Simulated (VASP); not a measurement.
```
CELL_PARAMETERS angstrom
      4.60363     0.00000     0.00000
      0.00000     4.60363     0.00000
      0.00000     0.00000     3.03568
ATOMIC_POSITIONS crystal
  Mg 0.00000 0.00000 0.00000
  Mg 0.50000 0.50000 0.50000
  F  0.30300 0.30300 0.00000
  F  0.80300 0.19700 0.50000
  F  0.19700 0.80300 0.50000
  F  0.69700 0.69700 0.00000
```

All values below come from r2SCAN meta-GGA, VASP's PBE PAW potentials (set 64) (plane waves; VASP). Run with PREC = Normal, EDIFF = 1E-5, 450 eV cut-off, 7×7×10 Γ-centred mesh, Gaussian smearing of 0.050 eV, potentials Mg F.

At this cut-off the stress carries a Pulay error, which pulls relaxed volumes low.

### Question
Predict the energy per atom (σ→0), pressure, band gap (on the k-mesh) with the smallest direct gap where there is one.

### Answer

```json
{
  "band gap (on the k-mesh)": "8.11 eV",
  "smallest direct gap (on the k-mesh)": "8.11 eV",
  "energy per atom (σ→0)": "-7.311 eV/atom",
  "pressure": "-27.6 kbar"
}
```

Total energies compare only between runs with the same potentials, cut-off and functional.

The compound is MgF2 in the rutile structure. It was relaxed first.
